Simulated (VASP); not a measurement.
Data:

```
CELL_PARAMETERS angstrom
      0.00000     2.83039     2.83039
      2.83039     0.00000     2.83039
      2.83039     2.83039     0.00000
ATOMIC_POSITIONS crystal
  Zn 0.00000 0.00000 0.00000
  Se 0.25000 0.25000 0.25000
```

Calculation: PBE GGA with D3 dispersion (Becke-Johnson damping), VASP's PBE PAW potentials (set 64) (plane waves; VASP 6.6.1). Numerical set-up: 520 eV cut-off, 9×9×9 Γ-centred mesh, tetrahedra with Blöchl corrections, potentials Zn Se.

Q: Tabulate the total density of states (states/eV per cell) against energy (eV; zero at the valence-band maximum or, without a gap, the Fermi level).

A: 
| E (eV) | DOS (states/eV) |
|---|---|
| -9.94 | 0.00 |
| -9.70 | 0.00 |
| -9.46 | 0.00 |
| -9.22 | 0.00 |
| -8.98 | 0.00 |
| -8.74 | 0.00 |
| -8.50 | 0.00 |
| -8.26 | 0.00 |
| -7.90 | 0.00 |
| -7.66 | 0.00 |
| -7.42 | 0.00 |
| -7.18 | 0.00 |
| -6.94 | 0.00 |
| -6.70 | 0.00 |
| -6.46 | 26.5 |
| -6.22 | 24.1 |
| -5.98 | 5.59 |
| -5.74 | 0.00 |
| -5.50 | 0.00 |
| -5.26 | 0.00 |
| -5.02 | 0.39 |
| -4.78 | 2.09 |
| -4.54 | 1.65 |
| -4.18 | 0.76 |
| -3.94 | 0.50 |
| -3.70 | 0.42 |
| -3.46 | 0.35 |
| -3.22 | 0.27 |
| -2.98 | 1.03 |
| -2.74 | 1.38 |
| -2.50 | 1.32 |
| -2.26 | 1.77 |
| -2.02 | 1.86 |
| -1.78 | 1.89 |
| -1.54 | 1.83 |
| -1.30 | 1.88 |
| -1.06 | 1.83 |
| -0.70 | 1.00 |
| -0.46 | 0.64 |
| -0.22 | 0.34 |
| 0.02 | 0.00 |
| 0.26 | 0.00 |
| 0.50 | 0.00 |
| 0.74 | 0.00 |
| 0.98 | 0.00 |
| 1.22 | 0.00 |
| 1.46 | 0.00 |
| 1.70 | 0.01 |
| 1.94 | 0.01 |
| 2.18 | 0.03 |
| 2.42 | 0.06 |
| 2.66 | 0.12 |
| 3.02 | 0.46 |
| 3.26 | 0.78 |
| 3.50 | 1.10 |
| 3.74 | 1.63 |
| 3.98 | 2.09 |
| 4.22 | 1.57 |
| 4.46 | 0.87 |
| 4.70 | 0.66 |
Within 2 eV below the valence-band maximum the largest weight inside VASP's projection spheres is Se p.

The compound is ZnSe in the zinc blende structure. It was relaxed first.
